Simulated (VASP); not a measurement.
A run of VASP 6.6.1:

The input INCAR:

```
SYSTEM = TiN
ALGO = Normal
EDIFF = 1E-7
EDIFFG = -0.005
ENCUT = 600
GGA = PE
IBRION = 2
ISIF = 3
ISMEAR = 1
LASPH = .TRUE.
LCHARG = .FALSE.
LREAL = .FALSE.
LWAVE = .FALSE.
NELM = 80
NSW = 90
PREC = Accurate
SIGMA = 0.1
```

The input KPOINTS:

```
k-points
0
G
  16 16 16
  0 0 0
```

Contents of POSCAR:

```
TiN                                     
1.0
   -0.0000000000      2.1242992028      2.1242992028
    2.1242992028      0.0000000000      2.1242992028
    2.1242992028      2.1242992028     -0.0000000000
  Ti              N             
     1     1
Direct
     0.0000000000000000    0.0000000000000000    0.0000000000000000
     0.5000000000000000    0.5000000000000000    0.5000000000000000
```

Potentials or basis: VASP PAW PBE potentials, release 64 (Ti_sv, N).

Command:

```console
$ cat potpaw_PBE.64/Ti_sv/POTCAR potpaw_PBE.64/N/POTCAR > POTCAR
$ mpirun -np 1 vasp_std > vasp.out
```

Hardware: 1 thread of Intel(R) Xeon(R) 6975P-C (Granite Rapids), on a shared host.

Task: How long does it take, and how much memory?

Result: It took 14 s on 1 thread of Intel(R) Xeon(R) 6975P-C (Granite Rapids), on a shared host, peak memory 0.17 GiB. Counts: scf iterations 16, k points 145, ion steps 1.
